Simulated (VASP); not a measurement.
Given:

```xyz
2
Lattice="0.0000 1.8451 1.8451 1.8451 0.0000 1.8451 1.8451 1.8451 0.0000" Properties=species:S:1:pos:R:3 pbc="T T T"
B      0.0000     0.0000     0.0000
N      0.9225     0.9225     0.9225
```

These are revTPSS meta-GGA, VASP's PBE PAW potentials (set 64) (plane waves; VASP) values and carry that method's errors. Numerical set-up: 520 eV cut-off, 12×12×12 Γ-centred mesh, Gaussian smearing of 0.050 eV, potentials B N.

Q: Give the stress tensor in GPa (positive for a compressed cell).

A: 
```
-19.86    0.00    0.00
  0.00  -19.86    0.00
  0.00    0.00  -19.86
```
The pressure is its mean diagonal, -19.86 GPa.

The compound is BN in the zinc blende structure. This cell is one point of a volume scan, at 1.06 of the reference volume.
